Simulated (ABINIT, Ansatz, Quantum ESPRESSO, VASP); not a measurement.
# PtS2 (P-3m1, 3 atoms in the cell) computed with different codes at matched settings

Self-consistent single point, at a second geometry (lattice scaled by 0.98). First geometry:

```xyz
3
Lattice="1.7911 -3.1022 0.0000 1.7911 3.1022 0.0000 0.0000 0.0000 5.1000" Properties=species:S:1:pos:R:3 pbc="T T T"
Pt     0.0000     0.0000     0.0000
S      1.7911     1.0341     1.1730
S      1.7911    -1.0341     3.9270
```

Shared settings, as Ansatz (an electronic-structure program) writes them: kpoints.mp_grid.grid = 6 6 4; scf.occupations.method = fermi_dirac; scf.occupations.width = 0.0015 Ry. Potentials and cutoffs stand in the table.

```csv
code,model,ΔF from the first geometry (meV/atom),pressure (GPa),largest force (eV/Å),gap on the mesh (eV),cutoff
Quantum ESPRESSO,"PBE, GBRV 1.5 ultrasoft (PBE) pseudopotentials",66.9,14.75,1.450,0.955,40 Ry
Ansatz,"PBE, default PAW files",68.0,15.22,1.459,0.955,default
ABINIT,"PBE, norm-conserving pseudopotentials (PseudoDojo nc-sr-05 PBE standard)",66.9,15.06,1.445,0.952,42 Ha
VASP,"PBE, VASP's PBE PAW potentials (set 64)",65.1,14.23,1.413,0.972,300 eV
```

For VASP (by 0.5 GPa) the energy change implies a higher mean pressure, against the two pressures, than for the other programs: a sign of finite-basis (Pulay) stress.

Gaps are read on the mesh.

On Ansatz's run: spin-orbit coupling is off.

The spread over the programs that give each value: ΔF from the first geometry within 2.9 meV/atom; pressure within 0.99 GPa; largest force within 0.046 eV/Å; gap on the mesh within 0.020 eV.

Ansatz's pressure is given at a fixed set of plane waves, as the other plane-wave codes print theirs; with its correction for the finite basis it is 15.25 GPa.

VASP's run is marked for a possible Pulay error in its stress at this cutoff; no cutoff test was made.

The starting cell has typed, rounded lattice constants, without a prior relaxation at this level. Its lattice was rescaled by a random factor within 2.5 % of one. For this run, on top of that: lattice scaled by 0.98.

Left out of this page: GPAW, CP2K, Elk, FLEUR and SIESTA (not drawn, or without a comparable value).

Keys are those of Ansatz 0.2.
